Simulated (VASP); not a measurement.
These are PBE GGA with spin-orbit coupling, VASP's PBE PAW potentials (set 64) (plane waves; VASP 6.6.1) values and carry that method's errors.

VASP ran on this input.

File POSCAR:
```
CdSe
1
    0.0000000000     3.0250000000     3.0250000000
    3.0250000000     0.0000000000     3.0250000000
    3.0250000000     3.0250000000     0.0000000000
Cd Se
1 1
Direct
  0.0000000000   0.0000000000   0.0000000000
  0.2500000000   0.2500000000   0.2500000000
```

### KPOINTS
```
Regular mesh
0
Gamma
  9 9 9
```

**INCAR**
```
NELM = 100   # most electronic steps
SIGMA = 0.05   # width (eV)
EDIFF = 1E-6
LORBIT = 11
PREC = Accurate
LASPH = .TRUE.   # aspherical one-centre terms
ENCUT = 300   # plane-wave cut-off (eV)
ISIF = 2   # forces and stress, cell fixed
ISMEAR = -1
MAGMOM = 6*0.0
GGA = PE   # PBE
ALGO = Normal   # blocked Davidson
LNONCOLLINEAR = .TRUE.
GGA_COMPAT = .FALSE.
SYSTEM = CdSe
LREAL = .FALSE.
LMAXMIX = 4   # l cut-off of mixed one-centre charges
LCHARG = .FALSE.
LSORBIT = .TRUE.
LWAVE = .FALSE.
```

POTCAR, in this order: Cd Se (PBE.64 set). Program: vasp_ncl.

What VASP printed:

OSZICAR:
```
       N       E                     dE             d eps       ncg     rms          rms(c)
DAV:   1     0.847666108968E+02    0.84767E+02   -0.65259E+03  2956   0.805E+02
DAV:   2    -0.212391232959E+01   -0.86891E+02   -0.84424E+02  3274   0.246E+02
DAV:   3    -0.584265053001E+01   -0.37187E+01   -0.37022E+01  3256   0.514E+01
DAV:   4    -0.586595073348E+01   -0.23300E-01   -0.23289E-01  3128   0.386E+00
DAV:   5    -0.586609213119E+01   -0.14140E-03   -0.14139E-03  3278   0.289E-01    0.709E+00
DAV:   6    -0.551171014981E+01    0.35438E+00   -0.57595E-01  3256   0.104E+01    0.539E+00
DAV:   7    -0.549112297516E+01    0.20587E-01   -0.22624E-01  3032   0.341E+00    0.230E+00
DAV:   8    -0.549077074334E+01    0.35223E-03   -0.17616E-02  2994   0.178E+00    0.866E-01
DAV:   9    -0.549088317435E+01   -0.11243E-03   -0.92044E-04  3120   0.290E-01    0.174E-01
DAV:  10    -0.549098765146E+01   -0.10448E-03   -0.75696E-04  3032   0.377E-01    0.381E-02
DAV:  11    -0.549105671725E+01   -0.69066E-04   -0.18760E-04  2932   0.191E-01    0.382E-02
DAV:  12    -0.549106551658E+01   -0.87993E-05   -0.30133E-05  2966   0.448E-02    0.804E-03
DAV:  13    -0.549106382484E+01    0.16917E-05   -0.39071E-06  3166   0.194E-02    0.292E-03
DAV:  14    -0.549106391876E+01   -0.93929E-07   -0.89603E-07  2358   0.770E-03
   1 F= -.54910639E+01 E0= -.54910549E+01  d E =-.180556E-04  mag=    -0.0000    -0.0000    -0.0000
```

### OUTCAR
```
------------------------ aborting loop because EDIFF is reached ----------------------------------------
  FORCE on cell =-STRESS in cart. coord.  units (eV):
  Direction    XX          YY          ZZ          XY          YZ          ZX
  --------------------------------------------------------------------------------------
  Total        1.4070236      1.4070236      1.4070236      0.0000000      0.0000000      0.0000000
  in kB       40.7198182     40.7198182     40.7198182      0.0000000      0.0000000      0.0000000
  external PRESSURE =      40.7198182 kB  Pullay stress =       0.0000000 kB
  volume of cell :       55.36
      direct lattice vectors                 reciprocal lattice vectors
     0.000000000  3.025000000  3.025000000    -0.165289256  0.165289256  0.165289256
     3.025000000  0.000000000  3.025000000     0.165289256 -0.165289256  0.165289256
     3.025000000  3.025000000  0.000000000     0.165289256  0.165289256 -0.165289256
  FREE ENERGIE OF THE ION-ELECTRON SYSTEM (eV)
  ---------------------------------------------------
  free  energy   TOTEN  =        -5.4910639188 eV

  energy  without entropy=       -5.4910458631  energy(sigma->0) =       -5.49105489

 total charge

# of ion       s       p       d       tot
------------------------------------------
    1        0.450   0.326   9.527  10.303
    2        1.444   2.402   0.024   3.869
--------------------------------------------------
tot          1.893   2.728   9.551  14.172

 magnetization (x)

# of ion       s       p       d       tot
------------------------------------------
    1       -0.000   0.000   0.000  -0.000
    2        0.000   0.000   0.000   0.000
--------------------------------------------------
tot         -0.000   0.000   0.000  -0.000

 magnetization (y)

# of ion       s       p       d       tot
------------------------------------------
    1       -0.000   0.000   0.000  -0.000
    2        0.000   0.000  -0.000  -0.000
--------------------------------------------------
tot         -0.000   0.000  -0.000  -0.000

 magnetization (z)

# of ion       s       p       d       tot
------------------------------------------
    1       -0.000  -0.000   0.000  -0.000
    2        0.000  -0.000   0.000   0.000
--------------------------------------------------
tot         -0.000  -0.000   0.000  -0.000

 Ion:    1  E_soc:     -0.0575636

 Ion:    2  E_soc:     -0.0391969
```
(Selected blocks of OUTCAR.)

At this cut-off the stress carries a Pulay error, which pulls relaxed volumes low.

The structure is a typed CdSe crystal (F-43m). The cell was not relaxed at this level. The run is one of a series of settings (GGA_COMPAT = .FALSE., LNONCOLLINEAR = .TRUE., LSORBIT = .TRUE., MAGMOM = 0.0 0.0 0.0 0.0 0.0 0.0, program vasp_ncl against the base run), some of them coarse on purpose.
